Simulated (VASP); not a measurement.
# Zn6C (Im-3m) in VASP: further runs

Runs on Zn6C. Level: PBE. Tasks: relaxation of cell and atoms.

Program: VASP 6.6.1. These are calculated values, not measurements. Logs are shortened: lines on timing, memory, paths and dates and some standing lists are left out, and cuts for length are marked.

## Step 1: Starting point

The structure is cubic, space group Im-3m (No. 229). Conventional cell: a = 6.315 Å, b = 6.315 Å, c = 6.315 Å, α = 90.00°, β = 90.00°, γ = 90.00°. Zn (site symmetry 4mm) is surrounded by 1 C at 2.02 Å and 1 Zn at 2.27 Å. C (site symmetry m-3m) is surrounded by 6 Zn at 2.02 Å.

The cell was built by a generator and needn't be a form met in nature.

## Step 2: Relaxation of cell and atoms, PBE

Contents of INCAR:

```
SYSTEM = Zn6C
  PREC = Accurate
  ENCUT = 600
  EDIFF = 1E-7
  ISMEAR = -1
  SIGMA = 0.05
  LREAL = .FALSE.
  LASPH = .TRUE.
  NELM = 100
  ALGO = Normal
  ISIF = 3
  LWAVE = .FALSE.
  LCHARG = .FALSE.
  GGA = PE
  IBRION = 2
  NSW = 60
  EDIFFG = -0.01
  PSTRESS = 0
```

Contents of KPOINTS:

```
regular mesh
0
G
  5 5 5
  0 0 0
```

Contents of POSCAR:

```
Zn6C
1.0
   -3.1573100000      3.1573100000      3.1573100000
    3.1573100000     -3.1573100000      3.1573100000
    3.1573100000      3.1573100000     -3.1573100000
Zn C
6 1
Direct
    0.0000000000      0.3204500000      0.3204500000
    0.0000000000      0.6795500000      0.6795500000
    0.3204500000      0.0000000000      0.3204500000
    0.6795500000      0.0000000000      0.6795500000
    0.3204500000      0.3204500000      0.0000000000
    0.6795500000      0.6795500000      0.0000000000
    0.0000000000      0.0000000000      0.0000000000
```

Potentials or basis: VASP PAW PBE potentials, release 64 (Zn, C).

Launch:

```
cat potpaw_PBE.64/Zn/POTCAR potpaw_PBE.64/C/POTCAR > POTCAR
mpirun -np 1 vasp_std > vasp.out
```

OUTCAR:

```text
SYSTEM = Zn6C
   PREC = Accurate
   ENCUT = 600
   EDIFF = 1E-7
   ISMEAR = -1
   LREAL = .FALSE.
   LASPH = .TRUE.
   NELM = 100
   ISIF = 3
   GGA = PE
   IBRION = 2
   NSW = 60
   EDIFFG = -0.01
   PSTRESS = 0

 ion  position               nearest neighbor table
   1  0.000  0.320  0.320-   7 2.02   2 2.27   6 2.86   3 2.86   4 2.86   5 2.86
   2  0.000  0.680  0.680-   7 2.02   1 2.27   5 2.86   4 2.86   6 2.86   3 2.86
   3  0.320  0.000  0.320-   7 2.02   4 2.27   6 2.86   1 2.86   2 2.86   5 2.86
   4  0.680  0.000  0.680-   7 2.02   3 2.27   5 2.86   1 2.86   6 2.86   2 2.86
   5  0.320  0.320  0.000-   7 2.02   6 2.27   2 2.86   4 2.86   1 2.86   3 2.86
   6  0.680  0.680  0.000-   7 2.02   5 2.27   3 2.86   1 2.86   2 2.86   4 2.86
   7  0.000  0.000  0.000-   1 2.02   2 2.02   3 2.02   4 2.02   5 2.02   6 2.02

  LATTYP: Found a body centered cubic cell.
 ALAT       =     6.3146200000

  Lattice vectors:

 A1 = (  -3.1573100000,   3.1573100000,   3.1573100000)
 A2 = (   3.1573100000,  -3.1573100000,   3.1573100000)
 A3 = (   3.1573100000,   3.1573100000,  -3.1573100000)

Analysis of symmetry for initial positions (statically):
=====================================================================
 Subroutine PRICEL returns:
 Original cell was already a primitive cell.

 Routine SETGRP: Setting up the symmetry group for a
 body centered cubic supercell.

 Subroutine GETGRP returns: Found 48 space group operations
 (whereof 48 operations were pure point group operations)
 out of a pool of 48 trial point group operations.

The static configuration has the point symmetry O_h .

Analysis of symmetry for dynamics (positions and initial velocities):
=====================================================================
 Subroutine PRICEL returns:
 Original cell was already a primitive cell.

 Routine SETGRP: Setting up the symmetry group for a
 body centered cubic supercell.

 Subroutine GETGRP returns: Found 48 space group operations
 (whereof 48 operations were pure point group operations)
 out of a pool of 48 trial point group operations.

The dynamic configuration has the point symmetry O_h .

 Subroutine INISYM returns: Found 48 space group operations
 (whereof 48 operations are pure point group operations),
 and found     1 'primitive' translations

----------------------------------------------------------------------------------------

                                     Primitive cell

  volume of cell :     125.8959

  direct lattice vectors                    reciprocal lattice vectors
    -3.157310000  3.157310000  3.157310000     0.000000000  0.158362657  0.158362657
     3.157310000 -3.157310000  3.157310000     0.158362657  0.000000000  0.158362657
     3.157310000  3.157310000 -3.157310000     0.158362657  0.158362657  0.000000000

  length of vectors
     5.468621335  5.468621335  5.468621335     0.223958617  0.223958617  0.223958617

  position of ions in fractional coordinates (direct lattice)
     0.000000000  0.320450000  0.320450000
     0.000000000  0.679550000  0.679550000
     0.320450000  0.000000000  0.320450000
     0.679550000  0.000000000  0.679550000
     0.320450000  0.320450000  0.000000000
     0.679550000  0.679550000  0.000000000
     0.000000000  0.000000000  0.000000000

  ion indices of the primitive-cell ions
   primitive index   ion index
                 1           1
                 2           2
                 3           3
                 4           4
                 5           5
                 6           6
                 7           7

----------------------------------------------------------------------------------------

 KPOINTS: regular mesh

Automatic generation of k-mesh.
 Grid dimensions read from file:
 generate k-points for:    5    5    5

 Generating k-lattice:

  Cartesian coordinates                     Fractional coordinates (reciprocal lattice)
     0.000000000  0.031672531  0.031672531     0.200000000  0.000000000  0.000000000
     0.031672531  0.000000000  0.031672531     0.000000000  0.200000000  0.000000000
     0.031672531  0.031672531  0.000000000     0.000000000  0.000000000  0.200000000

  Length of vectors
     0.044791723  0.044791723  0.044791723

  Shift w.r.t. Gamma in fractional coordinates (k-lattice)
     0.000000000  0.000000000  0.000000000

 Subroutine IBZKPT returns following result:
 ===========================================

 Found     10 irreducible k-points:

 Following reciprocal coordinates:
            Coordinates               Weight
  0.000000  0.000000  0.000000      1.000000
  0.200000  0.000000  0.000000     12.000000
  0.400000  0.000000  0.000000     12.000000
  0.200000  0.200000  0.000000     24.000000
  0.400000  0.200000 -0.000000     24.000000
  0.200000  0.200000  0.200000      8.000000
 -0.200000  0.200000  0.200000      6.000000
 -0.400000  0.400000  0.200000     24.000000
 -0.400000 -0.400000  0.200000      8.000000
[... 41 lines left out ...]
  Fermi-wavevector in a.u.,A,eV,Ry     =   1.383594  2.614614 26.046089  1.914334
  Thomas-Fermi vector in A             =   2.508178
   LORBIT       =      0    0 simple, 1 ext, 2 COOP (PROOUT), +10 PAW based schemes
   GGA     = PE    functional components
   LHFCALC =     F    Hartree Fock is set to
   AEXX    =    0.0000 exact exchange contribution
   IVDW    =     0    specifies the selected vdW correction
   LEPSILON=     F    determine dielectric tensor
   LRPA    =     F    only Hartree local field effects (RPA)
 conjugate gradient relaxation of ions
 non-spin polarized calculation
  energy-cutoff  :      600.00
  volume of cell :      125.90
 maximum number of plane-waves:      4236
 NGX is ok and might be reduce to    48
   NGX = 21   NGY = 21   NGZ = 21

--------------------------------------- Ionic step        1  -------------------------------------------

 number of electron      76.0000004 magnetization

 Free energy of the ion-electron system (eV)
  ---------------------------------------------------
  ext. energy  EPLUGINS =         0.00000000
  ---------------------------------------------------
  free energy    TOTEN  =       -12.22078929 eV

  energy without entropy =      -12.20087881  energy(sigma->0) =      -12.21083405

------------------------ aborting loop because EDIFF is reached ----------------------------------------

  FORCE on cell =-STRESS in cart. coord.  units (eV):
  Direction    XX          YY          ZZ          XY          YZ          ZX
  --------------------------------------------------------------------------------------
  -------------------------------------------------------------------------------------
  Total        0.3888474      0.3888474      0.3888474      0.0000000     -0.0000000      0.0000000
  in kB        4.9485513      4.9485513      4.9485513      0.0000000     -0.0000000      0.0000000
  external PRESSURE =       4.9485513 kB  Pullay stress =       0.0000000 kB

 VOLUME and BASIS-vectors are now :
 -----------------------------------------------------------------------------
  energy-cutoff  :      600.00
  volume of cell :      125.90
      direct lattice vectors                 reciprocal lattice vectors
    -3.157310000  3.157310000  3.157310000     0.000000000  0.158362657  0.158362657
     3.157310000 -3.157310000  3.157310000     0.158362657  0.000000000  0.158362657
     3.157310000  3.157310000 -3.157310000     0.158362657  0.158362657  0.000000000
[... 83 lines left out ...]
 POSITION                                       TOTAL-FORCE (eV/Angst)
 -----------------------------------------------------------------------------------
      2.02974      0.00000      0.00000        -0.016098     -0.000000     -0.000000
      4.29987      0.00000      0.00000         0.016098     -0.000000     -0.000000
      0.00000      2.02974      0.00000         0.000000     -0.016098     -0.000000
      0.00000      4.29987      0.00000         0.000000      0.016098     -0.000000
      0.00000      0.00000      2.02974         0.000000     -0.000000     -0.016098
      0.00000      0.00000      4.29987         0.000000      0.000000      0.016098
      0.00000      0.00000      0.00000         0.000000     -0.000000      0.000000
 -----------------------------------------------------------------------------------
    total drift:                                0.000000      0.000000     -0.000000

  FREE ENERGIE OF THE ION-ELECTRON SYSTEM (eV)
  ---------------------------------------------------
  free  energy   TOTEN  =       -12.2223008519 eV

  energy  without entropy=      -12.2024193305  energy(sigma->0) =      -12.21236009

--------------------------------------- Ionic step        4  -------------------------------------------

 number of electron      76.0000014 magnetization

 Free energy of the ion-electron system (eV)
  ---------------------------------------------------
  ext. energy  EPLUGINS =         0.00000000
  ---------------------------------------------------
  free energy    TOTEN  =       -12.22232620 eV

  energy without entropy =      -12.20241960  energy(sigma->0) =      -12.21237290

 E-fermi :   2.0485     XC(G=0): -10.1258

 val. band max:        1.9803466057   @ k =   0.2000   0.2000   0.0000
 cond. band min:       2.2001448421   @ k =   0.2000   0.0000   0.0000
 fundamental gap:      0.2197982364
 Fermi energy:         2.0484714972

 k-point     1 :       0.0000    0.0000    0.0000
  band No.  band energies     occupation
      1     -11.4807      2.00000
      2      -6.5260      2.00000
      3      -6.5260      2.00000
      4      -6.5260      2.00000
      5      -6.1679      2.00000
      6      -6.1679      2.00000
[... 491 lines left out ...]
 POSITION                                       TOTAL-FORCE (eV/Angst)
 -----------------------------------------------------------------------------------
     -1.13600      3.16541      3.16541         0.005126     -0.000000     -0.000000
      1.13600      3.16541      3.16541        -0.005126     -0.000000     -0.000000
      0.00000      2.02941      0.00000        -0.000000      0.005126     -0.000000
      0.00000      4.30141      0.00000        -0.000000     -0.005126     -0.000000
      0.00000      0.00000      2.02941        -0.000000     -0.000000      0.005126
      0.00000      0.00000      4.30141        -0.000000     -0.000000     -0.005126
     -3.16541      3.16541      3.16541        -0.000000     -0.000000      0.000000
 -----------------------------------------------------------------------------------
    total drift:                                0.000000      0.000000     -0.000000

  FREE ENERGIE OF THE ION-ELECTRON SYSTEM (eV)
  ---------------------------------------------------
  free  energy   TOTEN  =       -12.2223261976 eV

  energy  without entropy=      -12.2024195961  energy(sigma->0) =      -12.21237290

 reached required accuracy - stopping structural energy minimisation
```

It took 4.8 min on 1 thread of Intel Xeon Platinum 8375C at 2.90GHz (Ice Lake), shared host; peak memory 0.35 GiB.

What came out:

- Free energy: -12.2223 eV
- Relaxed volume: 18.12 Å³/atom
- Relaxed cell: a = 5.483 Å, b = 5.483 Å, c = 5.483 Å, α = 109.47°, β = 109.47°, γ = 109.47°
- Space group after relaxing (to 0.05 Å): Im-3m (No. 229)
- Energy gained by relaxing: 0.2 meV/atom
- Ionic steps: 4
- Pressure after relaxing: 0.0 GPa
- Largest force after relaxing: 0.005 eV/Å
- Band gap on the k mesh: none (metal or under the smearing width)

Forces in eV/Å, atoms in the order of the input:
```
Zn   0.005  0.000  0.000
Zn  -0.005  0.000  0.000
Zn   0.000  0.005  0.000
Zn   0.000 -0.005  0.000
Zn   0.000  0.000  0.005
Zn   0.000  0.000 -0.005
C    0.000  0.000  0.000
```

The path:
| step | energy change (eV) | largest force (eV/Å) | pressure (GPa) | volume (Å³) |
| --- | --- | --- | --- | --- |
| 1 | 0.0000 | 0.0330 | 0.49 | 125.90 |
| 2 | -0.0015 | 0.0223 | -0.03 | 126.91 |
| 3 | -0.0015 | 0.0161 | 0.02 | 126.79 |
| 4 | -0.0015 | 0.0051 | -0.01 | 126.87 |

Final structure:
```yaml
crystal:
  lattice:
    - [-3.16541, 3.16541, 3.16541]
    - [3.16541, -3.16541, 3.16541]
    - [3.16541, 3.16541, -3.16541]
  atoms:
    - { symbol: Zn, position: [0.00000, 0.32056, 0.32056] }
    - { symbol: Zn, position: [0.00000, 0.67944, 0.67944] }
    - { symbol: Zn, position: [0.32056, 0.00000, 0.32056] }
    - { symbol: Zn, position: [0.67944, 0.00000, 0.67944] }
    - { symbol: Zn, position: [0.32056, 0.32056, 0.00000] }
    - { symbol: Zn, position: [0.67944, 0.67944, 0.00000] }
    - { symbol: C, position: [0.00000, 0.00000, 0.00000] }
```

Levels at points of the mesh, in eV from the Fermi level:
| k point | band 35 | band 36 | band 37 | band 38 | band 39 | band 40 | band 41 | band 42 |
| --- | --- | --- | --- | --- | --- | --- | --- | --- |
| (0.00, 0.00, 0.00) | -4.50 | -2.04 | -2.04 | 0.50 | 0.50 | 0.50 | 0.74 | 0.74 |

## Step 3: Relaxation of cell and atoms, PBE

Contents of INCAR:

```
SYSTEM = Zn6C
PREC     = Accurate       ! precision mode
ENCUT    = 400            ! plane-wave cutoff, eV
EDIFF    = 1E-7           ! SCF threshold, eV
ISMEAR   = -1             ! smearing method
SIGMA    = 0.05           ! smearing width, eV
LREAL    = .False.        ! projectors in reciprocal space
LASPH    = .True.         ! aspherical terms in the spheres
NELM     = 100            ! most SCF steps
ALGO     = Normal         ! electronic algorithm
ISIF     = 3              ! what is computed and relaxed
LWAVE    = .False.        ! write WAVECAR
LCHARG   = .False.        ! write CHGCAR
GGA      = PE             ! functional
IBRION   = 2              ! ionic algorithm
NSW      = 60             ! ionic steps
EDIFFG   = -0.01          ! ionic threshold
PSTRESS  = 0            
NBANDS   = 42             ! bands
```

Contents of KPOINTS:

```
Automatic mesh
0
Gamma
  5 5 5
  0 0 0
```

POSCAR is that of step 2.

Potentials or basis: VASP PAW PBE potentials, release 64 (Zn, C).

Launch:

```
cat potpaw_PBE.64/Zn/POTCAR potpaw_PBE.64/C/POTCAR > POTCAR
mpirun -np 1 vasp_std > vasp.out
```

Wall time 91 s (1 thread of Intel Xeon Platinum 8375C at 2.90GHz (Ice Lake), shared host); peak memory 0.21 GiB.

These settings aren't checked as converged (typed here: ENCUT = 400; NBANDS = 42): the numbers below hold their error.

Results:

* Free energy: -12.2251 eV
* Relaxed volume: 17.98 Å³/atom
* Relaxed cell: a = 5.468 Å, b = 5.468 Å, c = 5.468 Å, α = 109.47°, β = 109.47°, γ = 109.47°
* Space group after relaxing (to 0.05 Å): Im-3m (No. 229)
* Energy gained by relaxing: 0.0 meV/atom
* Ionic steps: 3
* Band gap on the k mesh: none (metal or under the smearing width)

Caveat: the cutoff is under 1.25 times the usual one of these potentials, so pressure, stress and relaxed cells hold a basis-set (Pulay) error.

## Step 4: Relaxation of cell and atoms, PBE, target pressure 2 GPa, at which the enthalpy is minimised

Contents of INCAR:

```
SYSTEM = Zn6C
  PREC = Accurate
  ENCUT = 600
  EDIFF = 1E-7
  ISMEAR = -1
  SIGMA = 0.05
  LREAL = .FALSE.
  LASPH = .TRUE.
  NELM = 100
  ALGO = Normal
  ISIF = 3
  LWAVE = .FALSE.
  LCHARG = .FALSE.
  GGA = PE
  IBRION = 2
  NSW = 60
  EDIFFG = -0.01
  PSTRESS = 20
```

Contents of KPOINTS:

```
regular mesh
0
G
  5 5 5
  0 0 0
```

POSCAR is that of step 3.

Launch:

```
cat potpaw_PBE.64/Zn/POTCAR potpaw_PBE.64/C/POTCAR > POTCAR
mpirun -np 1 vasp_std > vasp.out
```

Run time: 4.3 min. Hardware: 1 thread of Intel Xeon Platinum 8375C at 2.90GHz (Ice Lake), shared host; peak memory 0.35 GiB.

The run converged. Its results:

```
Free energy                                            : -12.2002 eV
Relaxed volume                                         : 17.60 Å³/atom
Relaxed cell                                           : a = 5.429 Å, b = 5.429 Å, c = 5.429 Å, α = 109.47°, β = 109.47°, γ = 109.47°
Space group after relaxing (to 0.05 Å)                 : Im-3m (No. 229)
Energy change on relaxing (the enthalpy is what falls) : +2.9 meV/atom
Ionic steps                                            : 3
Pressure after relaxing                                : 2.0 GPa
Largest force after relaxing                           : 0.007 eV/Å
Band gap on the k mesh                                 : none (metal or under the smearing width)
```

Forces on the atoms (eV/Å):
```
Zn   0.007  0.000  0.000
Zn  -0.007  0.000  0.000
Zn   0.000  0.007  0.000
Zn   0.000 -0.007  0.000
Zn   0.000  0.000  0.007
Zn   0.000  0.000 -0.007
C    0.000  0.000  0.000
```

The path:
| step | energy change (eV) | largest force (eV/Å) | pressure (GPa) | volume (Å³) |
| --- | --- | --- | --- | --- |
| 1 | 0.0000 | 0.0330 | 0.49 | 125.90 |
| 2 | 0.0252 | 0.0035 | 2.22 | 122.84 |
| 3 | 0.0206 | 0.0072 | 2.00 | 123.20 |

Final structure:
```
CELL_PARAMETERS angstrom
-3.13458 3.13458 3.13458
3.13458 -3.13458 3.13458
3.13458 3.13458 -3.13458
ATOMIC_POSITIONS crystal
Zn 0.00000 0.32067 0.32067
Zn 0.00000 0.67933 0.67933
Zn 0.32067 0.00000 0.32067
Zn 0.67933 0.00000 0.67933
Zn 0.32067 0.32067 0.00000
Zn 0.67933 0.67933 0.00000
C 0.00000 0.00000 0.00000
```

Levels at points of the mesh, in eV from the Fermi level:
| k point | band 35 | band 36 | band 37 | band 38 | band 39 | band 40 | band 41 | band 42 |
| --- | --- | --- | --- | --- | --- | --- | --- | --- |
| (0.00, 0.00, 0.00) | -4.53 | -1.99 | -1.99 | 0.48 | 0.48 | 0.48 | 0.73 | 0.73 |

Caveat: the cell is relaxed towards a set pressure, so the enthalpy falls and the energy may rise.

## Step 5: Relaxation of cell and atoms, PBE, target pressure 5 GPa, at which the enthalpy is minimised

INCAR: that of step 4 with these lines changed.

```diff
@@ -17,2 +17,2 @@
   EDIFFG = -0.01
-  PSTRESS = 20
+  PSTRESS = 50
```

KPOINTS is that of step 4.

POSCAR is that of step 4.

Launch:

```
cat potpaw_PBE.64/Zn/POTCAR potpaw_PBE.64/C/POTCAR > POTCAR
mpirun -np 1 vasp_std > vasp.out
```

It took 8.4 min on 1 thread of Intel Xeon Platinum 8375C at 2.90GHz (Ice Lake), shared host; peak memory 0.36 GiB.

It converged, with:

| Property | Result |
| --- | --- |
| Free energy | -12.1011 eV |
| Relaxed volume | 16.94 Å³/atom |
| Relaxed cell | a = 5.361 Å, b = 5.361 Å, c = 5.361 Å, α = 109.47°, β = 109.47°, γ = 109.47° |
| Space group after relaxing (to 0.05 Å) | Im-3m (No. 229) |
| Energy change on relaxing (the enthalpy is what falls) | +17.1 meV/atom |
| Ionic steps | 7 |
| Pressure after relaxing | 5.0 GPa |
| Band gap on the k mesh | none (metal or under the smearing width) |

The path:
```tsv
step	energy change (eV)	largest force (eV/Å)	pressure (GPa)	volume (Å³)
1	0.0000	0.0330	0.49	125.90
2	0.1799	0.0526	6.32	116.90
3	0.1192	0.0485	5.02	118.62
4	0.1148	0.0482	4.91	118.77
5	0.1150	0.0327	4.90	118.76
6	0.1148	0.0003	4.90	118.76
7	0.1197	0.0005	5.03	118.60
```

Final structure:
```
CELL_PARAMETERS angstrom
-3.09512 3.09512 3.09512
3.09512 -3.09512 3.09512
3.09512 3.09512 -3.09512
ATOMIC_POSITIONS crystal
Zn 0.00000 0.32087 0.32087
Zn 0.00000 0.67913 0.67913
Zn 0.32087 0.00000 0.32087
Zn 0.67913 0.00000 0.67913
Zn 0.32087 0.32087 0.00000
Zn 0.67913 0.67913 0.00000
C 0.00000 0.00000 0.00000
```

Levels at points of the mesh, in eV from the Fermi level:
```csv
k point,band 34,band 35,band 36,band 37,band 38,band 39,band 40,band 41,band 42,band 43
"(0.00, 0.00, 0.00)",-4.56,-4.56,-1.93,-1.93,0.45,0.45,0.45,0.71,0.71,0.71
```

Caveat: the cell is relaxed towards a set pressure, so the enthalpy falls and the energy may rise.

## Step 6: Overview

| cell | target pressure | gap on the mesh (eV) | pressure (GPa) | largest force (eV/Å) |
| --- | --- | --- | --- | --- |
| relaxed | - | none | 0.0 | 0.01 |
| relaxed to 2 GPa | 2 GPa | none | 2.0 | 0.01 |
| relaxed to 5 GPa | 5 GPa | none | 5.0 | - |

Alike in all rows: task relaxation of cell and atoms; level PBE; potentials or basis VASP PAW PBE potentials, release 64 (Zn, C); no spin polarisation; k mesh 5 × 5 × 5; cutoff (eV) 600; smearing fermi-dirac 0.05 eV.

Caveats: the cell is relaxed towards a set pressure, so the enthalpy falls and the energy may rise (some runs).

Total energies depend on the potentials used, so only differences within one code and one set of settings carry meaning.
